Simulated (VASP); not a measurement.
The input files of a VASP run:

### INCAR
```
SYSTEM = CsI
PREC = Accurate
ENCUT = 400
EDIFF = 1E-6
NELM = 100
ALGO = Normal
LREAL = .FALSE.
LASPH = .TRUE.
ISMEAR = 0
SIGMA = 0.05
GGA = PS
LMAXMIX = 4
LWAVE = .FALSE.
LCHARG = .FALSE.
IBRION = 2
ISIF = 3
NSW = 60
EDIFFG = -0.02
```

**KPOINTS**
```
kpoints
0
Gamma
5 5 3
0 0 0
```

**POSCAR**
```
CsI
1
    5.2940069509    -0.0000000000    -0.0000000000
   -2.6470034755     4.5847445498     0.0000000000
   -0.0000000000    -0.0000000000     9.2300303074
Cs I
2 2
Direct
  0.0000000000   0.0000000000   1.0000000000
  0.0000000000   0.0000000000   0.5000000000
  0.3333330000   0.6666670000   0.2500000000
  0.6666670000   0.3333330000   0.7500000000
```

POTCAR, in this order: Cs_sv I (PBE.64 set). Program: vasp_std.

Write an equivalent input for Quantum ESPRESSO's pw.x.

One equivalent input (not run):
```
&CONTROL
  calculation = 'vc-relax'
  pseudo_dir = './pseudo'
  outdir = './out'
  tprnfor = .true.
  tstress = .true.
  nstep = 60
  forc_conv_thr = 0.00078
/
&SYSTEM
  ibrav = 0
  nat = 4
  ntyp = 2
  ecutwfc = 70
  occupations = 'smearing'
  smearing = 'gaussian'
  degauss = 0.003675
  input_dft = 'pbesol'
/
&ELECTRONS
  conv_thr = 7.3e-08
  electron_maxstep = 100
/
&IONS
/
&CELL
/
ATOMIC_SPECIES
  Cs 132.905 Cs.upf
  I 126.904 I.upf
CELL_PARAMETERS angstrom
     5.2940070   -0.0000000   -0.0000000
    -2.6470035    4.5847445    0.0000000
    -0.0000000   -0.0000000    9.2300303
ATOMIC_POSITIONS crystal
  Cs   0.0000000  0.0000000  1.0000000
  Cs   0.0000000  0.0000000  0.5000000
  I    0.3333330  0.6666670  0.2500000
  I    0.6666670  0.3333330  0.7500000
K_POINTS automatic
  5 5 3 0 0 0
```
Limits of the translation: the potentials are each code's own (VASP's PAW set, PseudoDojo norm-conserving files in pw.x), so ENCUT and ecutwfc are chosen apart and not converted; conv_thr bounds pw.x's estimated SCF error, while EDIFF bounds the energy change between steps; forc_conv_thr acts on force components and is met together with etot_conv_thr.

The structure was generated: CsI was put into the NiAs type type (P6_3/mmc), which need not be its known phase. This run relaxes it. Symmetry was kept, so distortions that lower it aren't found. The start is the result of an earlier pass.
